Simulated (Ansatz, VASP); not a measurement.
# Zn3Sb4O6F6: VASP beside Ansatz, part 3 of 3

Wanted: the spread between two codes on one cell, functional and k mesh. The cell is taken from a series of runs on this material, whose earlier steps may have relaxed, scaled, displaced or heated it; both programs get it as it stands.

VASP 6.6.1 and Ansatz 0.2.0.

So far: The structure; Ansatz: dielectric response, PBE; VASP: dielectric response, PBE.

## Step 3: VASP: dielectric response, PBE (continued)

Level of this step: PBE; plane waves and PAW (Zn, Sb, O, F) (VASP).

Numbers of over 12 decimals in the logs are rounded to 6 here.

OUTCAR, selected parts (step 3):

```text
ion  position               nearest neighbor table
   1  0.000  0.500  0.500-   8 2.02  10 2.02  14 2.03  15 2.03  18 2.03  19 2.03   7 3.32   4 3.32
                             6 3.32   5 3.32
   2  0.500  0.000  0.500-   9 2.02  11 2.02  14 2.03  15 2.03  16 2.03  17 2.03   7 3.32   6 3.32
                             4 3.32   5 3.32
   3  0.500  0.500  0.000-  12 2.02  13 2.02  16 2.03  17 2.03  18 2.03  19 2.03   7 3.32   4 3.32
                             6 3.32   5 3.32
   4  0.326  0.000  0.000-   8 2.01   9 2.01  12 2.01   3 3.32   2 3.32   1 3.32   5 3.75   6 3.75
                             7 3.75
   5  0.000  0.000  0.326-   9 2.01  10 2.01  13 2.01   2 3.32   1 3.32   3 3.32   4 3.75   7 3.75
                             6 3.75
   6  0.000  0.326  0.000-  11 2.01  10 2.01  12 2.01   3 3.32   1 3.32   2 3.32   4 3.75   7 3.75
                             5 3.75
   7  0.674  0.674  0.674-   8 2.01  11 2.01  13 2.01   1 3.32   2 3.32   3 3.32   4 3.75   6 3.75
                             5 3.75
   8  0.000  0.749  0.749-   4 2.01   7 2.01   1 2.02
   9  0.251  0.000  0.251-   4 2.01   5 2.01   2 2.02
  10  0.000  0.251  0.251-   5 2.01   6 2.01   1 2.02
  11  0.749  0.000  0.749-   6 2.01   7 2.01   2 2.02
  12  0.251  0.251  0.000-   4 2.01   6 2.01   3 2.02
  13  0.749  0.749  0.000-   7 2.01   5 2.01   3 2.02
  14  0.250  0.750  0.500-   1 2.03   2 2.03
  15  0.750  0.250  0.500-   1 2.03   2 2.03
  16  0.500  0.250  0.750-   2 2.03   3 2.03
  17  0.500  0.750  0.250-   2 2.03   3 2.03
  18  0.750  0.500  0.250-   1 2.03   3 2.03
  19  0.250  0.500  0.750-   1 2.03   3 2.03

  LATTYP: Found a body centered cubic cell.
 ALAT       =     8.1291000000

 Subroutine GETGRP returns: Found 24 space group operations
 (whereof 24 operations were pure point group operations)

The static configuration has the point symmetry T_d .

 Found      8 irreducible k-points:

   k-points           NKPTS =      8   k-points in BZ     NKDIM =      8   number of bands    NBANDS=     86

   dimension x,y,z NGX =    54 NGY =   54 NGZ =   54
   dimension x,y,z NGXF=   108 NGYF=  108 NGZF=  108

   ENCUT  =  520.0 eV  38.22 Ry    6.18 a.u.  13.09 13.09 13.09*2*pi/ulx,y,z

   NELECT =     134.0000    total number of electrons

 k-points in reciprocal lattice and weights: Automatic mesh
   0.00000000  0.00000000  0.00000000       0.016
   0.25000000  0.00000000  0.00000000       0.188
   0.50000000  0.00000000  0.00000000       0.094
   0.25000000  0.25000000  0.00000000       0.375
   0.25000000  0.25000000  0.25000000       0.031
  -0.25000000  0.25000000  0.25000000       0.094
   0.50000000  0.50000000  0.25000000       0.188
   0.50000000  0.50000000  0.50000000       0.016

 average (electrostatic) potential at core
       1 -33.5333       2 -33.5333       3 -33.5333       4 -89.6474       5 -89.6474
       6 -89.6474       7 -89.6474       8 -71.7300       9 -71.7300      10 -71.7300
      11 -71.7300      12 -71.7300      13 -71.7300      14 -75.0447      15 -75.0447
      16 -75.0447      17 -75.0447      18 -75.0447      19 -75.0447

  Total        9.0594486      9.0594486      9.0594486     -0.0000000      0.0000000     -0.0000000
  in kB       54.0399510     54.0399510     54.0399510     -0.0000000      0.0000000     -0.0000000
  external PRESSURE =      54.0399510 kB  Pullay stress =       0.0000000 kB

  energy-cutoff  :      520.00
  volume of cell :      268.59
      direct lattice vectors                 reciprocal lattice vectors
    -4.064550000  4.064550000  4.064550000     0.000000000  0.123014848  0.123014848
     4.064550000 -4.064550000  4.064550000     0.123014848  0.000000000  0.123014848
     4.064550000  4.064550000 -4.064550000     0.123014848  0.123014848  0.000000000

 POSITION                                       TOTAL-FORCE (eV/Angst)
 -----------------------------------------------------------------------------------
      4.06455      0.00000      0.00000         0.000000     -0.000000      0.000000
      0.00000      4.06455      0.00000         0.000000     -0.000000      0.000000
      0.00000      0.00000      4.06455         0.000000     -0.000000      0.000000
     -1.32643      1.32643      1.32643        -0.031743      0.031743      0.031743
      1.32643      1.32643     -1.32643         0.031743      0.031743     -0.031743
      1.32643     -1.32643      1.32643         0.031743     -0.031743      0.031743
      2.73812      2.73812      2.73812        -0.031743     -0.031743     -0.031743
      6.08721      0.00000      0.00000         0.062929     -0.000000      0.000000
      0.00000      2.04189      0.00000         0.000000     -0.062929      0.000000
      2.04189      0.00000      0.00000        -0.062929     -0.000000      0.000000
      0.00000      6.08721      0.00000         0.000000      0.062929      0.000000
      0.00000      0.00000      2.04189         0.000000     -0.000000     -0.062929
      0.00000      0.00000      6.08721         0.000000     -0.000000      0.062929
      4.06455      0.00000      2.03227         0.000000     -0.000000      0.000000
      0.00000      4.06455      2.03227         0.000000     -0.000000      0.000000
      2.03227      4.06455      0.00000         0.000000     -0.000000      0.000000
      2.03227      0.00000      4.06455         0.000000     -0.000000      0.000000
      0.00000      2.03227      4.06455         0.000000     -0.000000      0.000000
      4.06455      2.03227      0.00000         0.000000     -0.000000      0.000000
 -----------------------------------------------------------------------------------
    total drift:                                0.000000      0.000000     -0.000001

 MACROSCOPIC STATIC DIELECTRIC TENSOR (including local field effects in DFT)
 ------------------------------------------------------
           3.745442    -0.000000     0.000000
           0.000000     3.745442     0.000000
           0.000000    -0.000000     3.745442
 ------------------------------------------------------

 PIEZOELECTRIC TENSOR (including local field effects)  for field in x, y, z        (C/m^2)
          XX          YY          ZZ          XY          YZ          ZX
  --------------------------------------------------------------------------------
  x     0.00000     0.00000     0.00000     0.00000     0.22763     0.00000
  y     0.00000    -0.00000     0.00000     0.00000     0.00000     0.22763
  z    -0.00000    -0.00000     0.00000     0.22763     0.00000     0.00000

 BORN EFFECTIVE CHARGES (including local field effects) (in |e|, cummulative output)
 ---------------------------------------------------------------------------------
 ion    1
    1     2.90645    -0.00000    -0.00000
    2     0.00000     2.24150     0.00000
    3     0.00000     0.00000     2.24150
 ion    2
    1     2.24150    -0.00000    -0.00000
    2    -0.00000     2.90645     0.00000
    3    -0.00000     0.00000     2.24150
 ion    3
    1     2.24150    -0.00000     0.00000
    2     0.00000     2.24150    -0.00000
    3    -0.00000     0.00000     2.90645
 ion    4
    1     3.28910     0.14301     0.14301
    2     0.14301     3.28910    -0.14301
    3     0.14301    -0.14301     3.28910
 ion    5
    1     3.28910    -0.14301     0.14301
    2    -0.14301     3.28910     0.14301
    3     0.14301     0.14301     3.28910
 ion    6
    1     3.28910     0.14301    -0.14301
    2     0.14301     3.28910     0.14301
    3    -0.14301     0.14301     3.28910
 ion    7
    1     3.28910    -0.14301    -0.14301
    2    -0.14301     3.28910    -0.14301
    3    -0.14301    -0.14301     3.28910
 ion    8
    1    -1.69711    -0.00000     0.00000
    2     0.00000    -2.04230    -1.13669
    3    -0.00000    -1.13669    -2.04230
 ion    9
    1    -2.04230     0.00000     1.13669
    2     0.00000    -1.69711     0.00000
    3     1.13669     0.00000    -2.04230
 ion   10
    1    -1.69711    -0.00000     0.00000
    2     0.00000    -2.04230     1.13669
    3     0.00000     1.13669    -2.04230
 ion   11
    1    -2.04230     0.00000    -1.13669
    2     0.00000    -1.69711    -0.00000
    3    -1.13669    -0.00000    -2.04230
 ion   12
    1    -2.04230     1.13669    -0.00000
    2     1.13669    -2.04230     0.00000
    3    -0.00000     0.00000    -1.69711
 ion   13
    1    -2.04230    -1.13669     0.00000
    2    -1.13669    -2.04230     0.00000
    3     0.00000     0.00000    -1.69711
 ion   14
    1    -1.36406    -0.15510     0.00000
[...]
2    -0.00000    -1.76308    -0.00000
    3     0.15510     0.00000    -1.36406
```

## Step 4: Side by side

Known differences besides the potentials themselves: fixed occupations in Ansatz, narrow Gaussian smearing in VASP; the data sets hold 174 valence electrons in Ansatz (on its PAW soft_1 files) and 134 in VASP; the cutoff is 420 eV in Ansatz and 520 eV in VASP. Total energies have different zeros and are not compared.

The two programs side by side:

```
                                     quantity  Ansatz   VASP  difference
                                        ε∞ xx    3.77   3.75     +0.65 %
                                        ε∞ yy    3.77   3.75     +0.65 %
                                        ε∞ zz    3.77   3.75     +0.65 %
Born charge of Zn1 (mean of the diagonal) (e)    2.48   2.46       +0.01
Born charge of Sb4 (mean of the diagonal) (e)    3.30   3.29       +0.01
 Born charge of O8 (mean of the diagonal) (e)   -1.94  -1.93       -0.01
Born charge of F14 (mean of the diagonal) (e)   -1.50  -1.50        0.00
```

## Step 5: What came out

```json
{
 "difference in ε∞ xx (dielectric response, PBE)": "0.65 %"
}
```

**Reading.** The difference in ε∞ xx is 0.65 % (dielectric response, PBE), within the 5 % picked in this series as the mark of a large difference. The data sets hold unlike numbers of valence electrons (174 in Ansatz and 134 in VASP), so part of the differences comes from the potentials. Such differences can come from data sets, numerical settings and the points named under the comparisons, not from the functional's error against experiment.

[Lines on the potential files, build, host, timing and source positions are cut from VASP's logs without a mark.]

[Logs are printed without paths, hosts, clocks, repeated set-up lines and the standing remarks that a program may print on its own settings, such as how far it seeks lower states.]

[Hosts, paths, dates, database ids (printed as entryN), source tags and the programs' standing remarks are cut or masked in the printed files.]
